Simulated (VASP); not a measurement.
Write the native input for VASP 6.6.1 that does the following.

| Item | Value |
| --- | --- |
| Task | relaxation of cell and atoms |
| Functional | PBE |
| Potentials or basis | VASP PAW PBE potentials, release 64 (Ca_sv, O) |
| Cutoff | 520 eV |
| k mesh | 10 × 10 × 10 |
| Occupations | gaussian, width 0.1 eV |
| Spin | no spin polarisation |
| Further INCAR settings | ALGO = Normal; EDIFF = 1e-06; IBRION = 2; EDIFFG = -0.01; NSW = 90; ISIF = 3 |

The structure of CaO lies in POSCAR:

```
CaO
1.0
    0.0000000000      2.4065000000      2.4065000000
    2.4065000000      0.0000000000      2.4065000000
    2.4065000000      2.4065000000      0.0000000000
Ca O
1 1
Direct
    0.0000000000      0.0000000000      0.0000000000
    0.5000000000      0.5000000000      0.5000000000
```

These files were run (other wordings do the same):

INCAR

```
SYSTEM = CaO
ALGO = Normal ; EDIFF = 1E-6
EDIFFG = -0.01 ; ENCUT = 520
GGA = PE ; IBRION = 2
ISIF = 3 ; ISMEAR = 0
LASPH = .TRUE. ; LCHARG = .FALSE.
LREAL = .FALSE. ; LWAVE = .FALSE.
NELM = 120 ; NSW = 90
PREC = Accurate ; SIGMA = 0.1
```

KPOINTS

```
k-points
0
G
  10 10 10
  0 0 0
```

Potentials or basis: VASP PAW PBE potentials, release 64 (Ca_sv, O).

Run with:

```console
$ cat potpaw_PBE.64/Ca_sv/POTCAR potpaw_PBE.64/O/POTCAR > POTCAR
$ mpirun -np 1 vasp_std > vasp.out
```

It gave:

```json
{"Relaxed volume": "14.16 Å³/atom", "Relaxed cell": "a = 3.422 Å, b = 3.422 Å, c = 3.422 Å, α = 60.00°, β = 60.00°, γ = 60.00°", "Space group after relaxing (to 0.05 Å)": "Fm-3m (No. 225)", "Energy gained by relaxing": "1.2 meV/atom", "Ionic steps": "3", "Pressure after relaxing": "0.0 GPa", "Band gap on the k mesh": "3.64 eV, indirect (least direct gap 4.02 eV)"}
```

Wall time 20 s on 1 thread of AMD EPYC 9R45 96-Core Processor (Zen 5), on a shared host, peak memory 0.14 GiB.
